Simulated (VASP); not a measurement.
Input for VASP

### POSCAR
```
Fe
1.4030790
 -1.0000001885   1.0000001885   1.0000001885
  1.0000001885  -1.0000001885   1.0000001885
  1.0000001885   1.0000001885  -1.0000001885
Fe
1
Cartesian
  0.0000000000   0.0000000000   0.0000000000
```

KPOINTS:
```
Automatic mesh
0
Gamma
20 20 20
0 0 0
```

### INCAR
```
# general
SYSTEM =Fe
PREC   =Accurate
ENCUT  =520
LREAL  =.False.
LASPH  =.True.

# electronic loop
EDIFF  =1E-7
NELM   =100
ALGO   =Normal
LMAXMIX=4

# smearing
ISMEAR =-5

# functional
GGA    =PE
IVDW   =13

# spin
ISPIN  =2
MAGMOM =2.1

# ions
ISIF   =2

# output
LWAVE  =.False.
LCHARG =.True.
LORBIT =11
NEDOS  =601
```

POTCAR, in this order: Fe (PBE.64 set). Program: vasp_std.

Write an equivalent input for Ansatz.

One equivalent input (not run):
Ansatz 0.2 input:
```yaml
crystal:
  lattice:
    - [-1.4030793, 1.4030793, 1.4030793]
    - [1.4030793, -1.4030793, 1.4030793]
    - [1.4030793, 1.4030793, -1.4030793]
  atoms:
    - { symbol: Fe, position: [0.0000000, 0.0000000, 0.0000000], spin: 2.1 }
kpoints:
  mp_grid: { grid: [20, 20, 20] }
hamiltonian:
  xc: pbe
  dispersion: d4
  pseudopotentials: { kind: paw }
magnetization: { spin_polarized: true }
scf:
  occupations: { method: tetrahedron }
  max_iter: 100
output: { forces: true, stress: true, eigenvalues: true }
```
What does not carry over: each code has its own PAW files, so the cut-off isn't converted (ENCUT is set for VASP's; basis.ecutwfc is left out, and Ansatz then takes the one that its files recommend); Ansatz stops its SCF on the density residual and VASP on the energy change (EDIFF).

The compound is Fe in the bcc structure. It was relaxed first, which changed the volume by -7 %.
